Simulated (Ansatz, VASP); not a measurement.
# Na4Ca2ZnSi22O49 (glassy 81SiO2-7Na2O-7CaO-4ZnO (mol %)): VASP beside Ansatz, part 3 of 3

One calculation is typed for both programs; each brings its own data sets. How far apart do they land? Of the first pair: The structure shown is the start of the Ansatz relaxation below; VASP solves that cell, so the two are compared at the walk's first step.

VASP 6.6.1 and Ansatz 0.2.0.

So far. Step 3 (VASP: single point, PBE, start cell, pair 1): The run ends at a pressure of 5.82 GPa, with forces up to 5.5 eV/Å.

### 6. VASP: single point, PBE, relaxed cell, pair 2

Level of this step: PBE; plane waves and PAW (Si, Na_pv, Ca_sv, Zn, O) (VASP).

The same cell, functional, mesh and smearing now go to VASP, with its own data sets.

The input, INCAR:

```
SYSTEM = Na4Ca2ZnSi22O49
PREC = Accurate
ENCUT = 600
EDIFF = 1E-06
NELM = 120
ISMEAR = 0
SIGMA = 0.05
LREAL = Auto
ALGO = Normal
GGA = PE
NBANDS = 280
LORBIT = 11
LWAVE = .FALSE.
LCHARG = .FALSE.
ISIF = 2
LASPH = .TRUE.
GGA_COMPAT = .FALSE.
EFERMI = MIDGAP
NCORE = 2
```

The input, POSCAR:

```
Na4Ca2ZnSi22O49
1.0
   10.2924040000     -0.2650060000     -0.2741930000
   -0.2650060000      9.9196080000      0.1239650000
   -0.2741930000      0.1239650000     10.4706380000
Si Na Ca Zn O
22 4 2 1 49
Direct
    0.9731700000      0.4440000000      0.0915000000
    0.2378800000      0.4656100000      0.1908400000
    0.7097500000      0.8625200000      0.8552100000
    0.2683500000      0.8175100000      0.5344400000
    0.1186900000      0.4261100000      0.8316900000
    0.5998400000      0.2626200000      0.1720300000
    0.8433100000      0.3940900000      0.4961000000
    0.2354500000      0.1213900000      0.4223400000
    0.4128800000      0.8338500000      0.8187200000
    0.3115000000      0.1715700000      0.1527400000
    0.0229200000      0.1570100000      0.7753200000
    0.8622900000      0.9589200000      0.6044000000
    0.4826200000      0.7921400000      0.3340400000
    0.9528100000      0.1939400000      0.2948700000
    0.5922900000      0.5008800000      0.3666300000
    0.1118900000      0.5595500000      0.5882000000
    0.3281500000      0.4039800000      0.4773300000
    0.6279500000      0.0764900000      0.4294200000
    0.6175300000      0.2625500000      0.6565000000
    0.2081400000      0.9891800000      0.9226000000
    0.7601600000      0.6649900000      0.0654000000
    0.4506300000      0.6785500000      0.0766100000
    0.9737600000      0.7422200000      0.7964400000
    0.6894900000      0.9639800000      0.1733700000
    0.9435900000      0.9657900000      0.0438000000
    0.4110500000      0.5413200000      0.7566300000
    0.9378300000      0.8332900000      0.3390500000
    0.4074600000      0.2313800000      0.8439500000
    0.7512200000      0.1633600000      0.9218900000
    0.5731500000      0.4052900000      0.2414100000
    0.3556400000      0.5588300000      0.1325900000
    0.7615900000      0.0311100000      0.5009100000
    0.9331800000      0.1375400000      0.8946200000
    0.2333600000      0.0612500000      0.0630800000
    0.2683200000      0.4034100000      0.8684000000
    0.4804800000      0.4516100000      0.4647300000
    0.3008000000      0.2429600000      0.5106800000
    0.5991800000      0.6332700000      0.0667100000
    0.2376700000      0.3119300000      0.1398100000
    0.9629900000      0.3014800000      0.1724400000
    0.8407100000      0.5271500000      0.0871400000
    0.2548200000      0.4524300000      0.3445700000
    0.9169900000      0.8321900000      0.5399900000
    0.6372100000      0.1527800000      0.2888700000
    0.7634600000      0.3337600000      0.6183400000
    0.4576700000      0.2037300000      0.1009700000
    0.0976900000      0.5328900000      0.1611800000
    0.7098400000      0.9657400000      0.9689300000
    0.5564600000      0.9302900000      0.3843000000
    0.1394400000      0.7120400000      0.5232300000
    0.3334300000      0.7976000000      0.6809000000
    0.1076100000      0.8654700000      0.9287400000
    0.8139200000      0.7723900000      0.1696300000
    0.5613400000      0.1729400000      0.5267300000
    0.9004200000      0.0453500000      0.2515900000
    0.1740400000      0.1105500000      0.8173300000
    0.3252000000      0.1084500000      0.2983800000
    0.3583300000      0.7663400000      0.4230300000
    0.0156900000      0.4325300000      0.9452000000
    0.6987700000      0.2674800000      0.0622800000
    0.3623500000      0.9718500000      0.8753300000
    0.5085300000      0.3618500000      0.6988600000
    0.6274800000      0.1569400000      0.7765000000
    0.9790800000      0.4900700000      0.5217100000
    0.5637800000      0.8294200000      0.7863600000
    0.9741100000      0.0753500000      0.6466200000
    0.2528000000      0.4870200000      0.5822600000
    0.7761900000      0.7213700000      0.9146100000
    0.0954400000      0.1667200000      0.3686800000
    0.7421000000      0.4964800000      0.4222600000
    0.5738600000      0.6630500000      0.3445800000
    0.0979800000      0.5702700000      0.7430700000
    0.8758400000      0.2747700000      0.4015500000
    0.2317900000      0.9739800000      0.5002900000
    0.8003300000      0.9033000000      0.7377500000
    0.3909700000      0.7151900000      0.9303800000
    0.4480700000      0.8065500000      0.1773700000
    0.0512100000      0.3145700000      0.7309600000
```

The input, KPOINTS:

```
Automatic mesh
0
Gamma
1 1 1
0 0 0
```

Potentials, in the order of the species: Si, Na_pv, Ca_sv, Zn and O (PBE family, release 64).

On the command line:

```console
$ mpirun -np 8 vasp_gam
```

Numbers of over 12 decimals in the logs are rounded to 6 here.

The log of the run:

```text
[... set-up lines as in an earlier step ...]
 entering main loop
       N       E                     dE             d eps       ncg     rms          rms(c)
DAV:   1     0.577444342955E+04    0.57744E+04   -0.26366E+05   560   0.185E+03
DAV:   2     0.109997034108E+03   -0.56644E+04   -0.53679E+04   672   0.471E+02
DAV:   3    -0.618510161516E+03   -0.72851E+03   -0.71619E+03   624   0.193E+02
DAV:   4    -0.657437281624E+03   -0.38927E+02   -0.38505E+02   704   0.481E+01
[...]
DAV:  17    -0.577213819418E+03   -0.89985E-05   -0.14393E-04   800   0.341E-02    0.151E-02
DAV:  18    -0.577213821018E+03   -0.16001E-05   -0.20508E-05   656   0.106E-02    0.147E-02
DAV:  19    -0.577213820343E+03    0.67486E-06   -0.35827E-06   576   0.141E-02
   1 F= -.57721382E+03 E0= -.57721382E+03  d E =0.000000E+00
```

Parts of OUTCAR (step 6):

```text
  FREE ENERGIE OF THE ION-ELECTRON SYSTEM (eV)
  ---------------------------------------------------
  free  energy   TOTEN  =      -577.2138203428 eV

  energy  without entropy=     -577.2138203428  energy(sigma->0) =     -577.21382034

[... 1 part as in an earlier step ...]
```

The run ends at a pressure of -0.04 GPa, with forces up to 0.094 eV/Å.

### 7. Comparison

What differs besides the data sets and the points named for the pairs above, as far as they apply: the data sets hold 450 valence electrons in Ansatz (on its default PAW (the set named soft_2) files) and 442 in VASP; the cutoff is 420 eV in Ansatz and 600 eV in VASP (PREC = Accurate, projectors in real space). Total energies have different zeros and are not compared.

Both answers:

```csv
quantity,Ansatz,VASP,difference
pressure (GPa),0.00,-0.04,+0.05
gap on the k mesh (eV),3.608,3.597,+0.011
```

Forces on 7 of the 78 atoms, those with the largest forces and the largest differences (eV/Å; atoms numbered as in POSCAR):

```csv
atom,"Ansatz x, y, z","VASP x, y, z"
Si3,"-0.008, 0.008, 0.000","-0.003, -0.029, -0.071"
Si5,"-0.001, -0.002, 0.003","-0.071, 0.058, 0.008"
Si20,"-0.015, 0.001, 0.007","0.055, 0.059, 0.043"
Si21,"0.005, -0.006, -0.002","-0.023, -0.080, -0.029"
O43,"0.002, -0.004, -0.005","0.025, -0.073, 0.015"
O52,"0.004, 0.009, 0.000","-0.061, -0.072, 0.001"
O62,"-0.003, 0.004, 0.001","-0.028, 0.071, -0.012"
```

The forces differ by 25 meV/Å r.m.s., where the r.m.s. force is 0.004 eV/Å in Ansatz and 0.025 eV/Å in VASP: the atoms lie near their places of rest in Ansatz, so a percentage would say little (all taken over all components). A gap on the mesh is an upper bound, since the band edges may lie between its points.

### 8. Summary of results

* r.m.s. force difference (single point, PBE, start cell, pair 1): 2.0 % of the r.m.s. force
* r.m.s. force difference (single point, PBE, relaxed cell, pair 2): 25 meV/Å

**Reading.** The r.m.s. force difference is 25 meV/Å (single point, PBE, relaxed cell, pair 2), beyond the 12 meV/Å picked in this series as the mark of a large difference. The data sets hold unlike numbers of valence electrons (450 in Ansatz and 442 in VASP), so part of the differences comes from the potentials. What causes the difference of the single point, PBE, relaxed cell, pair 2 pair stays open here. Such differences can come from data sets, numerical settings and the points named under the comparisons, not from the functional's error against experiment.

[Lines on the potential files, build, host, timing and source positions are cut from VASP's logs without a mark.]

[Logs are printed without paths, hosts, clocks, repeated set-up lines and the standing remarks that a program may print on its own settings, such as how far it seeks lower states.]

[Hosts, paths, dates, database ids (printed as entryN), source tags and the programs' standing remarks are cut or masked in the printed files.]
